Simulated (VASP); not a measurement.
Here is the system:

```
CELL_PARAMETERS angstrom
      6.22890     0.00000     0.00000
      0.00000     6.22890     0.00000
      0.00000     0.00000     6.22890
ATOMIC_POSITIONS crystal
  Cs 0.00000 0.00000 0.00000
  Sn 0.50000 0.50000 0.50000
  I  0.50000 0.00000 0.50000
  I  0.00000 0.50000 0.50000
  I  0.50000 0.50000 0.00000
```

All values below come from optB88-vdW, VASP's PBE PAW potentials (set 64) (plane waves; VASP). Numerical set-up: 520 eV cut-off, 4×4×4 Γ-centred mesh, Gaussian smearing of 0.050 eV, potentials Cs_sv Sn_d I.

Unless said otherwise, spin-orbit coupling is left out, though it shifts the bands of the heavy elements here.

### Question
Predict the energy per atom (σ→0), band gap (on the k-mesh) with the smallest direct gap where there is one.

### Answer

The band gap (on the k-mesh) is 0.45 eV and the smallest direct gap (on the k-mesh) is 0.45 eV. The energy per atom (σ→0) is -0.432 eV/atom.

The absolute energy has meaning only against runs of the same code, potentials and settings.

The compound is CsSnI3 in the cubic perovskite structure, the ideal cubic form; the compound distorts at low or room temperature. It was relaxed first. The start is the result of an earlier pass.
